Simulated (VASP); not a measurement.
A convergence study with VASP on BN (zinc blende): one setting is varied, all else stays as given below, so the limit is that of these other settings.

```
CELL_PARAMETERS angstrom
      0.00000     1.80750     1.80750
      1.80750     0.00000     1.80750
      1.80750     1.80750     0.00000
ATOMIC_POSITIONS crystal
  B  0.00000 0.00000 0.00000
  N  0.25000 0.25000 0.25000
```

All values below come from LDA (Ceperley-Alder, Perdew-Zunger), VASP's LDA PAW potentials (set 64) (plane waves; VASP 6.6.1). The tightest run used: 700 eV cut-off, 10×10×10 Γ-centred mesh, Gaussian smearing of 0.010 eV, potentials B N.

Problem. The settings run are ENCUT = 300; ENCUT = 400; ENCUT = 500; ENCUT = 600; ENCUT = 700. From which on does the highest Γ mode stay within 5 cm⁻¹ of the tightest run?

Solution. From ENCUT = 400 on: it is off by 2.0 there and by no more than 5 in any finer run, while ENCUT = 300 is off by 22.4.
| setting | highest Γ mode (cm⁻¹) | plane waves | difference judged (cm⁻¹) |
|---|---|---|---|
| ENCUT = 300 | 1055.0 | 150 | 22.4 |
| ENCUT = 400 | 1034.6 | 228 | 2.0 |
| ENCUT = 500 | 1033.3 | 311 | 0.7 |
| ENCUT = 600 | 1033.3 | 411 | 0.7 |
| ENCUT = 700 | 1032.6 | 531 | 0.0 |

Left out are rungs that failed or repeat a setting and relaxations that didn't move; long series are thinned to 24 rows.

The compound is BN in the zinc blende structure. The cell was not relaxed at this level.
